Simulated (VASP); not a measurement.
A convergence study with VASP on CdTe (zinc blende): a few settings are varied, all else stays as given below, so the limit is that of these other settings. The cell's lengths are 1 % over those of the tabulated start and one atom is moved, so it is off equilibrium.

```
CELL_PARAMETERS angstrom
      0.00000     3.27240     3.27240
      3.27240     0.00000     3.27240
      3.27240     3.27240     0.00000
ATOMIC_POSITIONS crystal
  Cd 0.00000 0.00000 0.00000
  Te 0.24074 0.25926 0.25926
```

These are PBEsol GGA, VASP's PBE PAW potentials (set 64) (plane waves; VASP 6.6.1) values and carry that method's errors. The last row used: ADDGRID = .TRUE., 500 eV cut-off, 8×8×8 Γ-centred mesh, Gaussian smearing of 0.050 eV, potentials Cd Te.

Unless said otherwise, spin-orbit coupling is left out, though it shifts the bands of the heavy elements here. Gaps are read on the run's mesh, which can miss a band edge.

```json
[
 {"setting": "ADDGRID = unset, ENCUT = 200, PREC = Low", "E (eV/atom)": "-2.4191", "pressure (GPa)": "-35.78", "gap on the mesh (eV)": "0.524", "plane waves": "464"},
 {"setting": "ADDGRID = unset, ENCUT = 200, PREC = Normal", "E (eV/atom)": "?", "pressure (GPa)": "?", "gap on the mesh (eV)": "0.524", "plane waves": "464"},
 {"setting": "ADDGRID = .TRUE., ENCUT = 200, PREC = Normal", "E (eV/atom)": "-2.4200", "pressure (GPa)": "-35.74", "gap on the mesh (eV)": "0.524", "plane waves": "464"},
 {"setting": "ADDGRID = .TRUE., ENCUT = 200, PREC = Accurate", "E (eV/atom)": "-2.4097", "pressure (GPa)": "-36.00", "gap on the mesh (eV)": "0.522", "plane waves": "464"},
 {"setting": "ADDGRID = unset, ENCUT = 300, PREC = Low", "E (eV/atom)": "-2.7389", "pressure (GPa)": "-0.86", "gap on the mesh (eV)": "0.528", "plane waves": "869"},
 {"setting": "ADDGRID = unset, ENCUT = 300, PREC = Normal", "E (eV/atom)": "-2.7394", "pressure (GPa)": "-0.82", "gap on the mesh (eV)": "0.528", "plane waves": "869"},
 {"setting": "ADDGRID = .TRUE., ENCUT = 300, PREC = Normal", "E (eV/atom)": "-2.7393", "pressure (GPa)": "-0.82", "gap on the mesh (eV)": "0.528", "plane waves": "869"},
 {"setting": "ADDGRID = .TRUE., ENCUT = 300, PREC = Accurate", "E (eV/atom)": "-2.7394", "pressure (GPa)": "-0.82", "gap on the mesh (eV)": "0.528", "plane waves": "869"},
 {"setting": "ADDGRID = unset, ENCUT = 400, PREC = Low", "E (eV/atom)": "?", "pressure (GPa)": "?", "gap on the mesh (eV)": "0.532", "plane waves": "1287"},
 {"setting": "ADDGRID = unset, ENCUT = 400, PREC = Normal", "E (eV/atom)": "-2.7386", "pressure (GPa)": "-1.08", "gap on the mesh (eV)": "0.532", "plane waves": "1287"},
 {"setting": "ADDGRID = .TRUE., ENCUT = 400, PREC = Normal", "E (eV/atom)": "-2.7386", "pressure (GPa)": "-1.08", "gap on the mesh (eV)": "0.532", "plane waves": "1287"},
 {"setting": "ADDGRID = .TRUE., ENCUT = 400, PREC = Accurate", "E (eV/atom)": "-2.7386", "pressure (GPa)": "-1.09", "gap on the mesh (eV)": "0.532", "plane waves": "1287"},
 {"setting": "ADDGRID = unset, ENCUT = 500, PREC = Low", "E (eV/atom)": "-2.7392", "pressure (GPa)": "-0.84", "gap on the mesh (eV)": "0.534", "plane waves": "1812"},
 {"setting": "ADDGRID = unset, ENCUT = 500, PREC = Normal", "E (eV/atom)": "-2.7390", "pressure (GPa)": "-0.80", "gap on the mesh (eV)": "0.533", "plane waves": "1812"},
 {"setting": "ADDGRID = .TRUE., ENCUT = 500, PREC = Normal", "E (eV/atom)": "-2.7390", "pressure (GPa)": "-0.80", "gap on the mesh (eV)": "0.533", "plane waves": "1812"},
 {"setting": "ADDGRID = .TRUE., ENCUT = 500, PREC = Accurate", "E (eV/atom)": "-2.7390", "pressure (GPa)": "-0.80", "gap on the mesh (eV)": "0.533", "plane waves": "1812"}
]
```

Fill in the missing entries.

- ADDGRID = unset, ENCUT = 400, PREC = Low, E (eV/atom): -2.7382
- ADDGRID = unset, ENCUT = 400, PREC = Low, pressure (GPa): -1.13
- ADDGRID = unset, ENCUT = 200, PREC = Normal, E (eV/atom): -2.4202
- ADDGRID = unset, ENCUT = 200, PREC = Normal, pressure (GPa): -35.75

Left out are rungs that failed or repeat a setting and relaxations that didn't move; long series are thinned to 24 rows.

The compound is CdTe in the zinc blende structure. The cell was not relaxed at this level, it is distorted from the ideal structure.
